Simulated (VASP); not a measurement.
Consider the following.

```xyz
2
Lattice="0.0000 2.0962 2.0962 2.0962 0.0000 2.0962 2.0962 2.0962 0.0000" Properties=species:S:1:pos:R:3 pbc="T T T"
Mg     0.0000     0.0000     0.0000
O      2.0962     2.0962     2.0962
```

Calculation: revPBE GGA, VASP's PBE PAW potentials (set 64) (plane waves; VASP 6.6.1). Settings: 520 eV cut-off, 11×11×11 Γ-centred mesh, Gaussian smearing of 0.050 eV, potentials Mg O.

Q: Estimate the energy per atom (σ→0), pressure, band gap (on the k-mesh) with the smallest direct gap where there is one.

A: 
```json
{
 "band gap (on the k-mesh)": "4.95 eV",
 "smallest direct gap (on the k-mesh)": "4.95 eV",
 "energy per atom (σ→0)": "-5.645 eV/atom",
 "pressure": "10.11 GPa"
}
```

Total energies compare only between runs with the same potentials, cut-off and functional.

The compound is MgO in the rock salt structure. This cell is one point of a volume scan, at 0.94 of the reference volume.
